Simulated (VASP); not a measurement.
These are PBE GGA with D3 dispersion (Becke-Johnson damping), VASP's PBE PAW potentials (set 64) (plane waves; VASP 6.6.1) values and carry that method's errors.

The input files of a VASP run:

**INCAR**
```
SYSTEM = Sn
PREC = Accurate; ENCUT = 520; LREAL = .False.
LASPH = .True.
EDIFF = 1E-7; NELM = 100; ALGO = Normal
LMAXMIX = 4
ISMEAR = -5
GGA = PE; IVDW = 12
ISIF = 2
LWAVE = .False.; LCHARG = .True.; LORBIT = 11
NEDOS = 601
```

**KPOINTS**
```
Automatic mesh
0
gamma
  15 15 15
```

File POSCAR:
```
Sn
1
   -2.9237479175     2.9237479175     1.5877446250
    2.9237479175    -2.9237479175     1.5877446250
    2.9237479175     2.9237479175    -1.5877446250
Sn
2
Direct
  0.2500000000   0.7500000000   0.5000000000
  0.0000000000   0.0000000000   0.0000000000
```

POTCAR, in this order: Sn_d (PBE.64 set). Program: vasp_std.

The run wrote:

**OUTCAR**
```
 ion  position               nearest neighbor table
   1  0.250  0.750  0.500-   2 3.03   2 3.03   2 3.03   2 3.03
   2  0.000  0.000  0.000-   1 3.03   1 3.03   1 3.03   1 3.03
  LATTYP: Found a body centered tetragonal cell.
 ALAT       =     5.8474958350
 C/A-ratio  =     0.5430511350
 Subroutine PRICEL returns:
 Original cell was already a primitive cell.
 Subroutine GETGRP returns: Found 16 space group operations
The static configuration has the point symmetry D_2d.
 The point group associated with its full space group is D_4h.
The dynamic configuration has the point symmetry D_2d.
 Subroutine INISYM returns: Found 16 space group operations
 Subroutine IBZKPT returns following result:
 Found    288 irreducible k-points:

 Following reciprocal coordinates:
            Coordinates               Weight
  0.000000  0.000000  0.000000      1.000000
  0.066667 -0.000000  0.000000      8.000000
  0.133333 -0.000000  0.000000      8.000000
  0.200000  0.000000  0.000000      8.000000
  0.266667 -0.000000  0.000000      8.000000
  0.333333 -0.000000  0.000000      8.000000
  0.400000 -0.000000  0.000000      8.000000
...
```

### OSZICAR
```
       N       E                     dE             d eps       ncg     rms          rms(c)
DAV:   1     0.201327016059E+03    0.20133E+03   -0.15070E+04 10392   0.242E+03
DAV:   2     0.101292906108E+02   -0.19120E+03   -0.18927E+03 10380   0.449E+02
DAV:   3    -0.708062286530E+01   -0.17210E+02   -0.17048E+02 11882   0.139E+02
DAV:   4    -0.759392092300E+01   -0.51330E+00   -0.51167E+00 12004   0.260E+01
DAV:   5    -0.761316582173E+01   -0.19245E-01   -0.19222E-01 13916   0.459E+00    0.238E+00
DAV:   6    -0.759707736490E+01    0.16088E-01   -0.34538E-02 13492   0.291E+00    0.134E+00
DAV:   7    -0.759309106556E+01    0.39863E-02   -0.21667E-02 13452   0.226E+00    0.167E-01
DAV:   8    -0.759300154256E+01    0.89523E-04   -0.20369E-03 12232   0.672E-01    0.353E-02
DAV:   9    -0.759299962708E+01    0.19155E-05   -0.59570E-05 13214   0.816E-02    0.136E-02
DAV:  10    -0.759299245863E+01    0.71684E-05   -0.73541E-06 13188   0.397E-02    0.193E-03
DAV:  11    -0.759299340531E+01   -0.94668E-06   -0.30647E-07  9422   0.783E-03    0.114E-03
DAV:  12    -0.759299326791E+01    0.13740E-06   -0.59994E-08  5664   0.308E-03    0.214E-04
DAV:  13    -0.759299325465E+01    0.13268E-07   -0.13207E-08  5492   0.172E-03
   1 F= -.83719831E+01 E0= -.83719831E+01  d E =0.000000E+00
```

OUTCAR:
```
------------------------ aborting loop because EDIFF is reached ----------------------------------------
 Edisp (eV)   -0.77899
  FORCE on cell =-STRESS in cart. coord.  units (eV):
  Direction    XX          YY          ZZ          XY          YZ          ZX
  --------------------------------------------------------------------------------------
  Total       0.03348     0.03348    -0.04740     0.00000     0.00000     0.00000
  in kB       0.98809     0.98809    -1.39870     0.00000     0.00000     0.00000
  external pressure =        0.19 kB  Pullay stress =        0.00 kB
  volume of cell :       54.29
      direct lattice vectors                 reciprocal lattice vectors
    -2.923747918  2.923747918  1.587744625     0.000000000  0.171013375  0.314912104
     2.923747918 -2.923747918  1.587744625     0.171013375  0.000000000  0.314912104
     2.923747918  2.923747918 -1.587744625     0.171013375  0.171013375  0.000000000
 POSITION                                       TOTAL-FORCE (eV/Angst)
 -----------------------------------------------------------------------------------
      2.92375      0.00000      0.79387        -0.000000      0.000000      0.000000
      0.00000      0.00000      0.00000         0.000000     -0.000000     -0.000000
 -----------------------------------------------------------------------------------
    total drift:                               -0.000000     -0.000000      0.000000
  FREE ENERGIE OF THE ION-ELECTRON SYSTEM (eV)
  ---------------------------------------------------
  free  energy   TOTEN  =        -8.3719831484 eV

  energy  without entropy=       -8.3719831484  energy(sigma->0) =       -8.37198315

 total charge

# of ion       s       p       d       tot
------------------------------------------
    1        1.235   1.016   9.976  12.226
    2        1.235   1.016   9.976  12.226
--------------------------------------------------
tot          2.469   2.032  19.951  24.452
```
(Selected blocks of OUTCAR.)

For a metal the tetrahedron method with Blöchl corrections gives inexact stress and forces.

The compound is Sn in the beta structure. It was relaxed first.
